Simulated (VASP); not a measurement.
Here is the system:

```
Dy
1.0
    1.77667    -3.07728     0.00000
    1.77667     3.07728     0.00000
    0.00000     0.00000     5.50680
Dy
2
Direct
  0.33333   0.66667   0.25000
  0.66667   0.33333   0.75000
```

The numbers are results of PBEsol GGA, VASP's PBE PAW potentials (set 64) (plane waves; VASP), not measurements. Settings: 400 eV cut-off, 11×11×6 Γ-centred mesh, first-order Methfessel-Paxton smearing of 0.10 eV, potentials Dy_3.

The 4f electrons are frozen in the core of the lanthanide potential, so 4f levels, which can set the real gap, and their magnetism are missing.

### Question
Predict the energy per atom (σ→0), band gap (on the k-mesh) with the smallest direct gap where there is one.

### Answer

```json
{
 "band gap (on the k-mesh)": "none (metal, semimetal or under 0.01 eV)",
 "energy per atom (σ→0)": "-479.2 kJ/mol of atoms"
}
```

The absolute energy has meaning only against runs of the same code, potentials and settings.

The compound is Dy in the hcp structure. It was relaxed first. The start is the result of an earlier pass.
